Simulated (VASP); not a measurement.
Data:

```xyz
2
Lattice="0.0000 3.3526 3.3526 3.3526 0.0000 3.3526 3.3526 3.3526 0.0000" Properties=species:S:1:pos:R:3 pbc="T T T"
K      0.0000     0.0000     0.0000
Br     3.3526     3.3526     3.3526
```

Computed with PBE GGA, VASP's PBE PAW potentials (set 64) (plane waves; VASP 6.6.1). Settings: 520 eV cut-off, Gaussian smearing of 0.050 eV, potentials K_sv Br.

**Question.** Give the energies of bands 6 to 11 at the high-symmetry points, in eV from the valence-band maximum.

**Answer.** 
| band | Γ | X | U | L | W |
|---|---|---|---|---|---|
| 6 | 0.00 | -0.76 | -0.65 | -1.09 | -0.55 |
| 7 | 0.00 | -0.27 | -0.59 | -0.30 | -0.55 |
| 8 | 0.00 | -0.27 | -0.30 | -0.30 | -0.49 |
| 9 | 4.31 | 5.91 | 6.58 | 6.49 | 7.33 |
| 10 | 7.59 | 7.03 | 7.94 | 8.05 | 7.33 |
| 11 | 7.59 | 9.26 | 8.32 | 9.64 | 8.07 |

The gap is direct, 4.31 eV, from the valence maximum at Γ to the conduction minimum at Γ.

Measured: gap 7.40 eV (computed value off by -3.09 eV), as given by Aguado et al., (1998), arXiv:cond-mat/9809176.

The compound is KBr in the rock salt structure. It was relaxed first.
